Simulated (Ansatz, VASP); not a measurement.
## Cross-check of LiH between VASP and Ansatz

Aim: how closely do two programs agree when they are given the same cell, functional and k mesh? The cell is taken from a series of runs on this material, whose earlier steps may have relaxed, scaled, displaced or heated it; both programs get it as it stands.

Method: plane waves, with VASP 6.6.1 beside it; zone-centre phonons at LDA, in Ansatz 0.2.0.

## Step 1: The starting structure

It takes space group Fm-3m (No. 225, cubic). Conventional cell: a = 3.948 Å, b = 3.948 Å, c = 3.948 Å, α = 90.00°, β = 90.00°, γ = 90.00°. Nearest to Li lie 6 H at 1.97 Å. H has 6 Li at 1.97 Å nearest. Farther neighbours are not listed.

## Step 2: VASP: zone-centre phonons, LDA

Second derivatives magnify differences that forces hide, and they need a tight electronic threshold.

Lines of VASP's logs that name or quote its potential files are left out, and so is its time.

INCAR

```
SYSTEM = LiH
PREC = Accurate
ENCUT = 750
EDIFF = 1E-08
NELM = 120
ISMEAR = 0
SIGMA = 0.01
LREAL = .FALSE.
ALGO = Normal
GGA = CA
NBANDS = 8
LORBIT = 11
LWAVE = .FALSE.
LCHARG = .FALSE.
ISIF = 2
IBRION = 8
LEPSILON = .TRUE.
LASPH = .TRUE.
GGA_COMPAT = .FALSE.
EFERMI = MIDGAP
KPAR = 2
```

POSCAR

```
LiH
1.0
    0.0000000000      1.9738161411      1.9738161411
    1.9738161411      0.0000000000      1.9738161411
    1.9738161411      1.9738161411      0.0000000000
Li H
1 1
Direct
    0.0000000000      0.0000000000      0.0000000000
    0.5000000000      0.5000000000      0.5000000000
```

KPOINTS

```
Automatic mesh
0
Gamma
12 12 12
0 0 0
```

The projector-augmented-wave data sets are Li_sv and H (LDA family, release 64).

Started as:

```sh
> mpirun -np 2 vasp_std
```

The program printed:

```text
[banner, memory and clock lines left out]
running    2 mpi-ranks, on    1 nodes
 distrk:  each k-point on    1 cores,    2 groups
 distr:  one band on    1 cores,    1 groups

 POSCAR found type information on POSCAR LiH
 POSCAR found :  2 types and       2 ions
 LDA part: xc-table for (Slater(with rela. corr.)+CA(PZ))
 , standard interpolation
 POSCAR, INCAR and KPOINTS ok, starting setup
 FFT: planning ... GRIDC
 FFT: planning ... GRID_SOFT
 FFT: planning ... GRID
 WAVECAR not read
 entering main loop
       N       E                     dE             d eps       ncg     rms          rms(c)
DAV:   1    -0.190332710222E+01   -0.19033E+01   -0.19416E+03  1152   0.581E+02
DAV:   2    -0.669656723650E+01   -0.47932E+01   -0.47794E+01  1656   0.564E+01
DAV:   3    -0.675099856962E+01   -0.54431E-01   -0.54431E-01  1320   0.604E+00
DAV:   4    -0.675135620545E+01   -0.35764E-03   -0.35764E-03  1896   0.407E-01
DAV:   5    -0.675135632668E+01   -0.12123E-06   -0.12123E-06  1328   0.730E-03    0.284E+00
DAV:   6    -0.655896439925E+01    0.19239E+00   -0.17481E-01  1384   0.135E+00    0.140E+00
DAV:   7    -0.649396261688E+01    0.65002E-01   -0.20945E-01  1560   0.161E+00    0.204E-01
DAV:   8    -0.649467463844E+01   -0.71202E-03   -0.30233E-03  1264   0.412E-01    0.456E-02
DAV:   9    -0.649460978142E+01    0.64857E-04   -0.22950E-04  1720   0.654E-02    0.418E-03
DAV:  10    -0.649460948546E+01    0.29595E-06   -0.44028E-06  1360   0.174E-02    0.276E-03
DAV:  11    -0.649460953350E+01   -0.48039E-07   -0.76486E-08  1824   0.157E-03    0.320E-04
DAV:  12    -0.649460953069E+01    0.28119E-08   -0.23776E-09  1136   0.423E-04
   1 F= -.64946095E+01 E0= -.64946095E+01  d E =0.000000E+00
 Linear response reoptimize wavefunctions to high precision
DAV:   1    -0.649460953109E+01   -0.40228E-09   -0.24443E-09  1672   0.218E-04
DAV:   2    -0.649460953110E+01   -0.39506E-11   -0.39415E-11   768   0.577E-05
 Linear response G [H, r] |phi>, progress :
  Direction:   1
       N       E                     dE             d eps       ncg     rms
RMM:   1    -0.845334097800E+01   -0.84533E+01    0.59488E+02  1476   0.210E+02
RMM:   2    -0.129036288668E+02   -0.44503E+01   -0.52098E+00  2514   0.138E+01
RMM:   3    -0.130470931927E+02   -0.14346E+00   -0.50675E-01  2686   0.294E+00
RMM:   4    -0.130550594866E+02   -0.79663E-02   -0.13600E-02  2634   0.520E-01
RMM:   5    -0.130555228004E+02   -0.46331E-03   -0.88333E-04  2628   0.125E-01
RMM:   6    -0.130555509595E+02   -0.28159E-04   -0.97593E-05  2604   0.366E-02
RMM:   7    -0.130555539868E+02   -0.30273E-05   -0.48373E-06  2671   0.101E-02
RMM:   8    -0.130555542620E+02   -0.27523E-06   -0.23215E-06  2648   0.357E-03
RMM:   9    -0.130555542678E+02   -0.57804E-08   -0.90026E-06  2555   0.133E-03
RMM:  10    -0.130555542531E+02    0.14723E-07   -0.11623E-05  2457   0.574E-04
RMM:  11    -0.130555542488E+02    0.43154E-08   -0.50014E-06  2231   0.273E-04
RMM:  12    -0.130555542101E+02    0.38698E-07   -0.13541E-06  2010   0.160E-04
RMM:  13    -0.130555542101E+02   -0.15724E-10    0.27161E-07  1796   0.115E-04
RMM:  14    -0.130555542101E+02   -0.11413E-10   -0.71169E-08  1650   0.991E-05
 Linear response G [H, r] |phi>, progress :
  Direction:   2
       N       E                     dE             d eps       ncg     rms
RMM:   1    -0.690848769848E+01   -0.69085E+01    0.88443E+02  1431   0.261E+02
RMM:   2    -0.110414118576E+02   -0.41329E+01   -0.62083E+00  2482   0.149E+01
RMM:   3    -0.111702151277E+02   -0.12880E+00   -0.58358E-01  2676   0.326E+00
RMM:   4    -0.111790534453E+02   -0.88383E-02   -0.14771E-02  2629   0.513E-01
RMM:   5    -0.111795083233E+02   -0.45488E-03   -0.13797E-03  2636   0.141E-01
RMM:   6    -0.111795423667E+02   -0.34043E-04   -0.93395E-05  2622   0.373E-02
RMM:   7    -0.111795453609E+02   -0.29942E-05   -0.61679E-06  2674   0.119E-02
RMM:   8    -0.111795456121E+02   -0.25119E-06   -0.12273E-06  2662   0.391E-03
RMM:   9    -0.111795456356E+02   -0.23504E-07   -0.26627E-06  2569   0.149E-03
RMM:  10    -0.111795456379E+02   -0.23351E-08   -0.48579E-06  2467   0.606E-04
RMM:  11    -0.111795456155E+02    0.22463E-07   -0.23824E-06  2203   0.282E-04
RMM:  12    -0.111795455848E+02    0.30656E-07   -0.58028E-07  1931   0.149E-04
RMM:  13    -0.111795455848E+02    0.17739E-10   -0.11004E-06  1776   0.103E-04
RMM:  14    -0.111795455848E+02   -0.29349E-10    0.13714E-07  1584   0.819E-05
RMM:  15    -0.111795455848E+02    0.42185E-10    0.77123E-07  1460   0.760E-05
RMM:  16    -0.111795455848E+02   -0.13959E-10    0.46130E-07  1402   0.729E-05
RMM:  17    -0.111795455848E+02   -0.34794E-10    0.43811E-07  1349   0.725E-05
RMM:  18    -0.111795455848E+02    0.33365E-10    0.18450E-06  1318   0.742E-05
 Linear response G [H, r] |phi>, progress :
  Direction:   3
       N       E                     dE             d eps       ncg     rms
RMM:   1    -0.911071561273E+01   -0.91107E+01    0.77389E+02  1497   0.242E+02
[...]
RMM:   8    -0.100958494978E+00   -0.31930E-07   -0.88298E-06  2570   0.781E-04
RMM:   9    -0.100958500144E+00   -0.51659E-08   -0.77456E-06  2357   0.283E-04
RMM:  10    -0.100958498310E+00    0.18336E-08   -0.96428E-06  2027   0.108E-04
RMM:  11    -0.100958480587E+00    0.17723E-07   -0.23835E-06  1686   0.416E-05
[...]
dielectric tensor                  component  3 :    -1.475     1.648     9.381
 Linear response to external field, progress :
  Direction:   1
       N       E                     dE             d eps       ncg     rms          rms(c)
RMM:   1    -0.153826933300E+00   -0.15383E+00   -0.35673E-01  5813   0.333E+00
RMM:   2    -0.170146141183E+00   -0.16319E-01   -0.75975E-03  5659   0.692E-01    0.514E-01
RMM:   3    -0.171142370735E+00   -0.99623E-03   -0.33559E-03  5704   0.335E-01    0.303E-01
RMM:   4    -0.182597533626E+00   -0.11455E-01   -0.20079E-03  5384   0.260E-01    0.190E-02
RMM:   5    -0.183500850416E+00   -0.90332E-03   -0.24256E-04  5946   0.787E-02    0.742E-03
RMM:   6    -0.183476953699E+00    0.23897E-04   -0.22859E-05  5904   0.199E-02    0.136E-03
RMM:   7    -0.183456780914E+00    0.20173E-04    0.47431E-06  6064   0.571E-03    0.317E-04
RMM:   8    -0.183450434907E+00    0.63460E-05   -0.19807E-05  6186   0.195E-03    0.560E-05
RMM:   9    -0.183448062523E+00    0.23724E-05   -0.16154E-05  6166   0.696E-04    0.248E-05
RMM:  10    -0.183448640639E+00   -0.57812E-06   -0.15833E-05  5314   0.230E-04    0.510E-06
 change of polarisation eV/A/(eV/A) component  1 :     0.335    -0.057    -0.041
 dielectric tensor                  component  1 :     4.943    -0.666    -0.478
 Linear response to external field, progress :
  Direction:   2
       N       E                     dE             d eps       ncg     rms          rms(c)
RMM:   1    -0.153826934447E+00   -0.15383E+00   -0.35673E-01  5838   0.333E+00
RMM:   2    -0.170146134027E+00   -0.16319E-01   -0.75975E-03  5685   0.692E-01    0.514E-01
RMM:   3    -0.171142366912E+00   -0.99623E-03   -0.33561E-03  5733   0.335E-01    0.303E-01
RMM:   4    -0.182597601491E+00   -0.11455E-01   -0.20080E-03  5415   0.260E-01    0.190E-02
RMM:   5    -0.183501207394E+00   -0.90361E-03   -0.24251E-04  5968   0.786E-02    0.742E-03
RMM:   6    -0.183476873666E+00    0.24334E-04   -0.22943E-05  5920   0.199E-02    0.136E-03
RMM:   7    -0.183456924847E+00    0.19949E-04    0.96167E-07  6121   0.573E-03    0.319E-04
RMM:   8    -0.183450606160E+00    0.63187E-05   -0.18503E-05  6219   0.191E-03    0.568E-05
RMM:   9    -0.183447994384E+00    0.26118E-05   -0.21443E-05  6195   0.679E-04    0.227E-05
RMM:  10    -0.183448561880E+00   -0.56750E-06   -0.19294E-05  5303   0.222E-04    0.336E-06
 change of polarisation eV/A/(eV/A) component  2 :    -0.035     0.335    -0.002
 dielectric tensor                  component  2 :    -0.414     4.943    -0.024
 Linear response to external field, progress :
  Direction:   3
       N       E                     dE             d eps       ncg     rms          rms(c)
RMM:   1    -0.153826934423E+00   -0.15383E+00   -0.35673E-01  5840   0.333E+00
RMM:   2    -0.170146134040E+00   -0.16319E-01   -0.75975E-03  5678   0.692E-01    0.514E-01
RMM:   3    -0.171142367635E+00   -0.99623E-03   -0.33560E-03  5731   0.335E-01    0.303E-01
RMM:   4    -0.182597595187E+00   -0.11455E-01   -0.20078E-03  5415   0.260E-01    0.190E-02
RMM:   5    -0.183501098788E+00   -0.90350E-03   -0.24247E-04  5965   0.786E-02    0.741E-03
RMM:   6    -0.183476847433E+00    0.24251E-04   -0.22771E-05  5935   0.199E-02    0.136E-03
RMM:   7    -0.183456694866E+00    0.20153E-04   -0.44672E-06  6123   0.572E-03    0.317E-04
RMM:   8    -0.183450397593E+00    0.62973E-05   -0.25129E-05  6228   0.195E-03    0.560E-05
RMM:   9    -0.183448048022E+00    0.23496E-05   -0.22030E-05  6190   0.678E-04    0.251E-05
RMM:  10    -0.183448654118E+00   -0.60610E-06   -0.15545E-05  5341   0.250E-04    0.612E-06
 change of polarisation eV/A/(eV/A) component  3 :    -0.006    -0.020     0.335
 dielectric tensor                  component  3 :    -0.067    -0.236     4.943
 Linear response DOF=           2
 Linear response progress:
  Degree of freedom:   1/  2
       N       E                     dE             d eps       ncg     rms          rms(c)
RMM:   1    -0.167983474561E+00   -0.16798E+00    0.53397E+00  3251   0.223E+01
RMM:   3    -0.175612888024E+00   -0.52887E-04   -0.91159E-04  5431   0.230E-01    0.268E-02
RMM:   4    -0.175575839714E+00    0.37048E-04   -0.10603E-04  5538   0.716E-02    0.514E-03
RMM:   5    -0.175574014593E+00    0.18251E-05   -0.37123E-06  5837   0.139E-02    0.837E-04
RMM:   6    -0.175583700202E+00   -0.96856E-05   -0.29864E-07  5724   0.321E-03    0.518E-04
RMM:   7    -0.175592857243E+00   -0.91570E-05   -0.33859E-08  5547   0.106E-03    0.161E-04
RMM:   8    -0.175592158264E+00    0.69898E-06    0.29096E-08  5870   0.392E-04    0.379E-05
RMM:   9    -0.175591644714E+00    0.51355E-06   -0.62901E-08  5988   0.144E-04    0.482E-06
RMM:  10    -0.175591666687E+00   -0.21973E-07   -0.47751E-08  6438   0.653E-05    0.373E-06
RMM:  11    -0.175591715107E+00   -0.48420E-07    0.84270E-09  6099   0.316E-05    0.271E-07
RMM:  12    -0.175591718951E+00   -0.38441E-08   -0.16082E-08  5571   0.205E-05    0.121E-07
 first order change of Fermi-energy   0.47285E-03
 force on displaced ion       1 direction 1 :  -1.258   0.000   0.000
 Born effective charge ion    1 direction 1 :   1.028   0.000   0.000
 Linear response progress:
  Degree of freedom:   2/  2
       N       E                     dE             d eps       ncg     rms          rms(c)
RMM:   1    -0.154056816745E-01   -0.15406E-01   -0.59128E-03  5650   0.577E-01
RMM:   2    -0.157486454001E-01   -0.34296E-03   -0.45685E-04  5332   0.944E-02    0.996E-02
RMM:   3    -0.161927037134E-01   -0.44406E-03   -0.60537E-05  5196   0.364E-02    0.581E-02
RMM:   4    -0.171466272351E-01   -0.95392E-03   -0.36340E-05  4876   0.335E-02    0.166E-03
RMM:   5    -0.171593142207E-01   -0.12687E-04   -0.17423E-06  5631   0.681E-03    0.894E-04
RMM:   6    -0.171555136181E-01    0.38006E-05   -0.14461E-07  5674   0.167E-03    0.773E-05
RMM:   7    -0.171561773200E-01   -0.66370E-06   -0.85239E-09  5932   0.429E-04    0.596E-05
RMM:   8    -0.171553995827E-01    0.77774E-06    0.15401E-09  6014   0.126E-04    0.613E-06
RMM:   9    -0.171553757226E-01    0.23860E-07   -0.39090E-08  6164   0.396E-05    0.413E-06
RMM:  10    -0.171553003884E-01    0.75334E-07   -0.55553E-08  6153   0.154E-05    0.252E-07
RMM:  11    -0.171553034280E-01   -0.30396E-08   -0.22510E-08  5661   0.630E-06    0.220E-07
 first order change of Fermi-energy  -0.10995E-02
 force on displaced ion       2 direction 1 :  -1.239   0.000   0.000
 Born effective charge ion    2 direction 1 :  -1.029   0.000   0.000
 Born effective charges drift removed
 Linear response finished
```

OUTCAR, selected parts (step 2):

```text
ion  position               nearest neighbor table
   1  0.000  0.000  0.000-
   2  0.500  0.500  0.500-

  LATTYP: Found a face centered cubic cell.
 ALAT       =     3.9476322822

 Subroutine GETGRP returns: Found 48 space group operations
 (whereof 48 operations were pure point group operations)

The static configuration has the point symmetry O_h .

 Found     72 irreducible k-points:

   k-points           NKPTS =     72   k-points in BZ     NKDIM =     72   number of bands    NBANDS=      8

   dimension x,y,z NGX =    28 NGY =   28 NGZ =   28
   dimension x,y,z NGXF=    56 NGYF=   56 NGZF=   56

   ENCUT  =  750.0 eV  55.12 Ry    7.42 a.u.   6.23  6.23  6.23*2*pi/ulx,y,z

   NELECT =       4.0000    total number of electrons

 k-points in reciprocal lattice and weights: Automatic mesh
   0.00000000  0.00000000  0.00000000       0.001
   0.08333333  0.00000000  0.00000000       0.005
   0.16666667  0.00000000  0.00000000       0.005
   0.25000000  0.00000000  0.00000000       0.005
   0.33333333  0.00000000  0.00000000       0.005
   0.41666667  0.00000000  0.00000000       0.005
   0.50000000  0.00000000  0.00000000       0.002
   0.08333333  0.08333333  0.00000000       0.003
   0.16666667  0.08333333  0.00000000       0.014
[...]
-0.33333333  0.50000000  0.16666667       0.007
  -0.25000000  0.50000000  0.25000000       0.003

 average (electrostatic) potential at core
       1 -65.7586       2 -33.4288

  Total       -0.1256715     -0.1256715     -0.1256715      0.0000000     -0.0000000     -0.0000000
  in kB      -13.0917401    -13.0917401    -13.0917401      0.0000000     -0.0000000     -0.0000000
  external PRESSURE =     -13.0917401 kB  Pullay stress =       0.0000000 kB

  energy-cutoff  :      750.00
  volume of cell :       15.38
      direct lattice vectors                 reciprocal lattice vectors
     0.000000000  1.973816141  1.973816141    -0.253316400  0.253316400  0.253316400
     1.973816141  0.000000000  1.973816141     0.253316400 -0.253316400  0.253316400
     1.973816141  1.973816141  0.000000000     0.253316400  0.253316400 -0.253316400

 POSITION                                       TOTAL-FORCE (eV/Angst)
 -----------------------------------------------------------------------------------
      0.00000      0.00000      0.00000         0.000000      0.000000     -0.000000
      1.97382      1.97382      1.97382        -0.000000     -0.000000      0.000000
 -----------------------------------------------------------------------------------
    total drift:                                0.000000      0.000000      0.000000

 MACROSCOPIC STATIC DIELECTRIC TENSOR (including local field effects in DFT)
 ------------------------------------------------------
           4.942568    -0.000000     0.000000
          -0.000000     4.942568     0.000000
          -0.000000    -0.000000     4.942568
 ------------------------------------------------------

 PIEZOELECTRIC TENSOR (including local field effects)  for field in x, y, z        (C/m^2)
          XX          YY          ZZ          XY          YZ          ZX
  --------------------------------------------------------------------------------
  x     0.00000     0.00000     0.00000     0.00000     0.00000     0.00000
  y     0.00000     0.00000     0.00000     0.00000     0.00000     0.00000
  z     0.00000     0.00000     0.00000     0.00000     0.00000     0.00000

 BORN EFFECTIVE CHARGES (including local field effects) (in |e|, cummulative output)
 ---------------------------------------------------------------------------------
 ion    1
    1     1.02852    -0.00000    -0.00000
    2    -0.00000     1.02852    -0.00000
    3     0.00000     0.00000     1.02852
 ion    2
    1    -1.02852     0.00000     0.00000
    2     0.00000    -1.02852     0.00000
    3     0.00000    -0.00000    -1.02852

 Eigenvectors and eigenvalues of the dynamical matrix
 ----------------------------------------------------

   1 f  =   18.621131 THz   117.000015 2PiTHz  621.134061 cm-1    77.010774 meV
             X         Y         Z           dx          dy          dz
      0.000000  0.000000  0.000000     0.039465    0.353491   -0.000000
      1.973816  1.973816  1.973816    -0.103698   -0.928834   -0.000000

   2 f  =   18.621131 THz   117.000015 2PiTHz  621.134061 cm-1    77.010774 meV
             X         Y         Z           dx          dy          dz
      0.000000  0.000000  0.000000     0.000000    0.000000   -0.355687
      1.973816  1.973816  1.973816     0.000000    0.000000    0.934605

   3 f  =   18.621131 THz   117.000015 2PiTHz  621.134061 cm-1    77.010774 meV
             X         Y         Z           dx          dy          dz
      0.000000  0.000000  0.000000     0.353491   -0.039465   -0.000000
      1.973816  1.973816  1.973816    -0.928834    0.103698   -0.000000

   4 f/i=    0.046890 THz     0.294618 2PiTHz    1.564078 cm-1     0.193921 meV
             X         Y         Z           dx          dy          dz
      0.000000  0.000000  0.000000     0.095611    0.867138    0.335285
      1.973816  1.973816  1.973816     0.036387    0.330011    0.127601

   5 f/i=    0.046890 THz     0.294618 2PiTHz    1.564078 cm-1     0.193921 meV
             X         Y         Z           dx          dy          dz
      0.000000  0.000000  0.000000    -0.033473   -0.333624    0.872388
      1.973816  1.973816  1.973816    -0.012739   -0.126969    0.332009

   6 f/i=    0.046890 THz     0.294618 2PiTHz    1.564078 cm-1     0.193921 meV
             X         Y         Z           dx          dy          dz
      0.000000  0.000000  0.000000    -0.929099    0.101254    0.003073
      1.973816  1.973816  1.973816    -0.353592    0.038535    0.001169

 MACROSCOPIC STATIC DIELECTRIC TENSOR IONIC CONTRIBUTION
 ------------------------------------------------------
           9.966807    -0.000000    -0.000000
          -0.000000     9.966807    -0.000000
          -0.000000    -0.000000     9.966807
 ------------------------------------------------------

 ELASTIC MODULI CONTR FROM IONIC RELAXATION (kBar)
 Direction    XX          YY          ZZ          XY          YZ          ZX
 --------------------------------------------------------------------------------
 XX           0.0000      0.0000      0.0000      0.0000      0.0000      0.0000
 YY           0.0000      0.0000      0.0000      0.0000      0.0000      0.0000
 ZZ           0.0000      0.0000      0.0000      0.0000      0.0000      0.0000
 XY           0.0000      0.0000      0.0000      0.0000      0.0000      0.0000
 YZ           0.0000      0.0000      0.0000      0.0000      0.0000      0.0000
 ZX           0.0000      0.0000      0.0000      0.0000      0.0000      0.0000
 --------------------------------------------------------------------------------

 PIEZOELECTRIC TENSOR IONIC CONTR  for field in x, y, z        (C/m^2)
          XX          YY          ZZ          XY          YZ          ZX
  --------------------------------------------------------------------------------
  x     0.00000     0.00000     0.00000     0.00000     0.00000     0.00000
  y     0.00000     0.00000     0.00000     0.00000     0.00000     0.00000
  z     0.00000     0.00000     0.00000     0.00000     0.00000     0.00000
```

[end of part 1 of 2]

[Lines on the potential files, build, host, timing and source positions are cut from VASP's logs without a mark.]

[Logs are printed without paths, hosts, clocks, repeated set-up lines and the standing remarks that a program may print on its own settings, such as how far it seeks lower states.]

[Hosts, paths, dates, database ids (printed as entryN), source tags and the programs' standing remarks are cut or masked in the printed files.]
